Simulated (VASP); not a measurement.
Method: PBEsol GGA, VASP's PBE PAW potentials (set 64) (plane waves; VASP).

VASP ran on this input.

**INCAR**
```
LMAXMIX = 4   ! l cut-off of mixed one-centre charges
PSTRESS = 200
IBRION = 2   ! conjugate gradients
LREAL = .FALSE.
ISIF = 3
ENCUT = 500   ! plane-wave cut-off (eV)
PREC = Accurate
LCHARG = .FALSE.
SYSTEM = Rh
SIGMA = 0.1   ! width (eV)
ALGO = Normal
NELM = 100   ! most electronic steps
ISMEAR = 1
LWAVE = .FALSE.
EDIFFG = -0.02   ! ionic stop
EDIFF = 1E-6
GGA = PS   ! PBEsol
LASPH = .TRUE.
NSW = 40
```

POSCAR:
```
Rh
1
    0.0000000000     1.8534653881     1.8534653881
    1.8534653881     0.0000000000     1.8534653881
    1.8534653881     1.8534653881     0.0000000000
Rh
1
Direct
  0.0000000000   1.0000000000   1.0000000000
```

File KPOINTS:
```
Automatic mesh
0
Gamma
17 17 17
0 0 0
```

POTCAR, in this order: Rh_pv (PBE.64 set). Program: vasp_std.

What VASP printed:

### OUTCAR
```
 ion  position               nearest neighbor table
   1  0.000  0.000  0.000-
  LATTYP: Found a face centered cubic cell.
 ALAT       =     3.7069307762
 Subroutine PRICEL returns:
 Original cell was already a primitive cell.
 Subroutine GETGRP returns: Found 48 space group operations
The static configuration has the point symmetry O_h .
The dynamic configuration has the point symmetry O_h .
 Subroutine INISYM returns: Found 48 space group operations
 Subroutine IBZKPT returns following result:
 Found    165 irreducible k-points:

 Following reciprocal coordinates:
            Coordinates               Weight
  0.000000  0.000000  0.000000      1.000000
  0.058824  0.000000  0.000000      8.000000
  0.117647  0.000000  0.000000      8.000000
  0.176471  0.000000  0.000000      8.000000
  0.235294  0.000000  0.000000      8.000000
  0.294118  0.000000  0.000000      8.000000
  0.352941  0.000000  0.000000      8.000000
  0.411765  0.000000  0.000000      8.000000
  0.470588  0.000000  0.000000      8.000000
  0.058824  0.058824  0.000000      6.000000
  0.117647  0.058824  0.000000     24.000000
  0.176471  0.058824  0.000000     24.000000
  0.235294  0.058824  0.000000     24.000000
  0.294118  0.058824  0.000000     24.000000
  0.352941  0.058824  0.000000     24.000000
  0.411765  0.058824  0.000000     24.000000
  0.470588  0.058824  0.000000     24.000000
 -0.470588  0.058824  0.000000     24.000000
 -0.411765  0.058824  0.000000     24.000000
 -0.352941  0.058824  0.000000     24.000000
 -0.294118  0.058824  0.000000     24.000000
 -0.235294  0.058824  0.000000     24.000000
 -0.176471  0.058824  0.000000     24.000000
 -0.117647  0.058824  0.000000     24.000000
 -0.058824  0.058824  0.000000     12.000000
  0.117647  0.117647  0.000000      6.000000
  0.176471  0.117647  0.000000     24.000000
  0.235294  0.117647  0.000000     24.000000
  0.294118  0.117647  0.000000     24.000000
  0.352941  0.117647  0.000000     24.000000
  0.411765  0.117647  0.000000     24.000000
  0.470588  0.117647  0.000000     24.000000
 -0.470588  0.117647  0.000000     24.000000
 -0.411765  0.117647  0.000000     24.000000
 -0.352941  0.117647  0.000000     24.000000
 -0.294118  0.117647  0.000000     24.000000
 -0.235294  0.117647  0.000000     24.000000
 -0.176471  0.117647  0.000000     24.000000
 -0.117647  0.117647  0.000000     12.000000
  0.176471  0.176471  0.000000      6.000000
   k-points           NKPTS =    165   k-points in BZ     NKDIM =    165   number of bands    NBANDS=     11
   number of dos      NEDOS =    301   number of ions     NIONS =      1
   total plane-waves  NPLWV =   8000
   dimension x,y,z NGX =    20 NGY =   20 NGZ =   20
   dimension x,y,z NGXF=    40 NGYF=   40 NGZF=   40
   ions per type =               1
   PREC   = accura    normal or accurate (medium, high low for compatibility)
   ISTART =      0    job   : 0-new  1-cont  2-samecut
   ICHARG =      2    charge: 1-file 2-atom 10-const
   ISPIN  =      1    spin polarized calculation?
   LNONCOLLINEAR =      F non collinear calculations
   LSORBIT =      F    spin-orbit coupling
   INIWAV =      1    electr: 0-lowe 1-rand  2-diag
   ENCUT  =  500.0 eV  36.75 Ry    6.06 a.u.   4.78  4.78  4.78*2*pi/ulx,y,z
   NELM   =    100;   NELMIN=  2; NELMDL= -5     # of ELM steps
   EDIFF  = 0.1E-05   stopping-criterion for ELM
   LREAL  =      F    real-space projection
   NLSPLINE    = F    spline interpolate recip. space projectors
   LMAXMIX     =    4 max onsite mixed and CHGCAR
   VOSKOWN=      0    Vosko Wilk Nusair interpolation
...
```

### OSZICAR
```
       N       E                     dE             d eps       ncg     rms          rms(c)
DAV:   1     0.108757730376E+03    0.10876E+03   -0.91879E+03  3641   0.144E+03
DAV:   2    -0.735136061046E+01   -0.11611E+03   -0.11123E+03  3741   0.382E+02
DAV:   3    -0.869633965030E+01   -0.13450E+01   -0.13376E+01  4197   0.469E+01
DAV:   4    -0.870384059876E+01   -0.75009E-02   -0.75001E-02  3997   0.360E+00
DAV:   5    -0.870395285897E+01   -0.11226E-03   -0.11226E-03  4162   0.407E-01    0.134E+01
DAV:   6    -0.812984778822E+01    0.57411E+00   -0.12265E+00  3792   0.169E+01    0.461E+00
DAV:   7    -0.810073620619E+01    0.29112E-01   -0.40266E-02  4272   0.268E+00    0.194E+00
DAV:   8    -0.809556521126E+01    0.51710E-02   -0.55904E-03  3783   0.125E+00    0.305E-01
DAV:   9    -0.809529844476E+01    0.26677E-03   -0.19991E-04  4191   0.240E-01    0.366E-02
DAV:  10    -0.809530445262E+01   -0.60079E-05   -0.29606E-06  3921   0.238E-02    0.539E-03
DAV:  11    -0.809530458548E+01   -0.13286E-06   -0.39685E-07  2205   0.975E-03
   1 F= -.65056497E+01 E0= -.65058409E+01  d E =-.650565E+01
```

File OUTCAR:
```
------------------------ aborting loop because EDIFF is reached ----------------------------------------
  FORCE on cell =-STRESS in cart. coord.  units (eV):
  Direction    XX          YY          ZZ          XY          YZ          ZX
  --------------------------------------------------------------------------------------
  Total        1.5844720      1.5844720      1.5844720     -0.0000000      0.0000000     -0.0000000
  in kB      199.3479227    199.3479227    199.3479227     -0.0000000      0.0000000     -0.0000000
  external PRESSURE =      -0.6520773 kB  Pullay stress =     200.0000000 kB
  volume of cell :       12.73
      direct lattice vectors                 reciprocal lattice vectors
     0.000000000  1.853465388  1.853465388    -0.269764951  0.269764951  0.269764951
     1.853465388  0.000000000  1.853465388     0.269764951 -0.269764951  0.269764951
     1.853465388  1.853465388  0.000000000     0.269764951  0.269764951 -0.269764951
 POSITION                                       TOTAL-FORCE (eV/Angst)
 -----------------------------------------------------------------------------------
      0.00000      0.00000      0.00000         0.000000     -0.000000     -0.000000
 -----------------------------------------------------------------------------------
    total drift:                                0.000000      0.000000      0.000000
  FREE ENERGIE OF THE ION-ELECTRON SYSTEM (eV)
  ---------------------------------------------------
  free  energy   TOTEN  =        -8.0953045855 eV

  energy  without entropy=       -8.0958782451  energy(sigma->0) =       -8.09549581
  enthalpy is  TOTEN    =        -6.5056496967 eV   P V=        1.5896548888

 reached required accuracy - stopping structural energy minimisation
```
(Selected blocks of OUTCAR.)

OUTCAR:
```
 val. band max:       13.2028454992   @ k =   0.4118   0.2353   0.0588

 cond. band min:      13.2398109296   @ k =   0.4118   0.2941   0.0588


 Fermi energy:        13.2376881738

 k-point     1 :       0.0000    0.0000    0.0000
  band No.  band energies     occupation
      1     -33.2422      2.00000
      2     -33.2422      2.00000
      3     -33.2422      2.00000
      4       4.5882      2.00000
      5       9.7376      2.00000
      6       9.7376      2.00000
      7       9.7376      2.00000
      8      12.1214      2.00000
      9      12.1214      2.00000
     10      29.0629      0.00000
     11      33.3787      0.00000

 k-point     2 :       0.0588    0.0000    0.0000
  band No.  band energies     occupation
      1     -33.2760      2.00000
      2     -33.2466      2.00000
      3     -33.2466      2.00000
      4       4.7391      2.00000
      5       9.6660      2.00000
      6       9.7988      2.00000
      7       9.7988      2.00000
      8      12.0848      2.00000
      9      12.0848      2.00000
     10      29.2987      0.00000
     11      33.4048      0.00000

 k-point     3 :       0.1176    0.0000    0.0000
  band No.  band energies     occupation
      1     -33.3721      2.00000
      2     -33.2594      2.00000
      3     -33.2594      2.00000
      4       5.1669      2.00000
      5       9.4928      2.00000
      6       9.9557      2.00000
      7       9.9557      2.00000
      8      12.0092      2.00000
      9      12.0092      2.00000
     10      29.9302      0.00000
     11      32.5855      0.00000

 k-point     4 :       0.1765    0.0000    0.0000
  band No.  band energies     occupation
      1     -33.5163      2.00000
      2     -33.2786      2.00000
      3     -33.2786      2.00000
      4       5.7777      2.00000
      5       9.3502      2.00000
      6      10.1183      2.00000
      7      10.1183      2.00000
      8      12.0012      2.00000
      9      12.0012      2.00000
...
```

The compound is Rh in the fcc structure. It was relaxed first under an external pressure of 20 GPa.
